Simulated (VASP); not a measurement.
Consider the following.

```
CuCl
1.0
    3.71822     0.00000     0.00000
   -1.85911     3.22007     0.00000
    0.00000     0.00000     6.18747
Cu Cl
2 2
Direct
  0.33333   0.66667   0.00372
  0.66667   0.33333   0.50372
  0.33333   0.66667   0.37128
  0.66667   0.33333   0.87128
```

Level of theory: PBEsol GGA, VASP's PBE PAW potentials (set 64) (plane waves; VASP). Numerical set-up: 500 eV cut-off, 7×7×4 Γ-centred mesh, Gaussian smearing of 0.050 eV, potentials Cu Cl.

Problem. Predict the energy per atom (σ→0).

Solution. 
```yaml
energy per atom (σ→0): -3.530 eV/atom
```

Total energies compare only between runs with the same potentials, cut-off and functional.

The structure was generated: CuCl was put into the wurtzite type (P6_3mc), which need not be its known phase. It was relaxed first, which changed the volume by -6 %.
